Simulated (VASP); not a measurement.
La4Ag3Sb8Au:

```xyz
16
Lattice="4.3873 -4.3873 0.0000 4.3873 4.3873 0.0000 0.0000 0.0000 11.0262" Properties=species:S:1:pos:R:3 pbc="T T T"
La    4.3873   -2.1937    2.8998
La    4.3873    2.1937    2.8998
La    2.1937    0.0000    8.1264
La    6.5810    0.0000    8.1264
Au    0.0000    0.0000    0.0000
Ag    4.3873    0.0000    0.0000
Ag    2.1937    2.1937    0.0000
Ag    2.1937   -2.1937    0.0000
Sb    4.3873   -2.1937    9.1883
Sb    4.3873    2.1937    9.1883
Sb    2.1937    0.0000    1.8379
Sb    6.5810    0.0000    1.8379
Sb    0.0000    0.0000    5.5131
Sb    4.3873    0.0000    5.5131
Sb    2.1937    2.1937    5.5131
Sb    2.1937   -2.1937    5.5131
```

The cell was built by a generator and needn't be a form met in nature.

```yaml
Program: VASP 6.6.1
Task: relaxation of cell and atoms
Functional: LDA
Potentials_or_basis: VASP PAW LDA potentials, release 64 (La, Au, Ag, Sb)
Cutoff: 600 eV
k_mesh: 6 × 6 × 4
Occupations: methfessel-paxton, width 0.1 eV
Spin: no spin polarisation
```

At the start: pressure -4.2 GPa; volume 26.53 Å³/atom.

Task: How do energy, volume and symmetry change on relaxing?

Result: Over 9 steps the energy falls by 27.2 meV/atom and the volume is 24.86 Å³/atom (-6.3 %); space group P-42m (No. 111, to 0.05 Å).

Step by step:
```
step  energy change (eV)  largest force (eV/Å)  pressure (GPa)  volume (Å³)
   1              0.0000                0.2680           -4.23       424.48
   2             -0.1427                0.4325            4.17       382.89
   3             -0.3503                0.2565            0.10       400.09
   4             -0.3869                0.2291            0.06       399.47
   5             -0.4233                0.1591            0.07       397.80
   6             -0.4334                0.0492           -0.12       398.43
   7             -0.4343                0.0126           -0.18       398.65
   8             -0.4334                0.0168            0.29       396.42
   9             -0.4348                0.0090            0.00       397.80
```

Final structure:
```
CELL_PARAMETERS angstrom
4.34780 -4.34780 0.00000
4.34780 4.34780 0.00000
0.00000 0.00000 10.52190
ATOMIC_POSITIONS crystal
La 0.75134 0.24866 0.25665
La 0.24866 0.75134 0.25665
La 0.24866 0.24866 0.74335
La 0.75134 0.75134 0.74335
Au 0.00000 0.00000 0.00000
Ag 0.50000 0.50000 0.00000
Ag 0.00000 0.50000 0.00000
Ag 0.50000 0.00000 0.00000
Sb 0.74980 0.25020 0.83001
Sb 0.25020 0.74980 0.83001
Sb 0.25020 0.25020 0.16999
Sb 0.74980 0.74980 0.16999
Sb 0.00000 0.00000 0.50000
Sb 0.50000 0.50000 0.50000
Sb 0.00000 0.50000 0.50000
Sb 0.50000 0.00000 0.50000
```
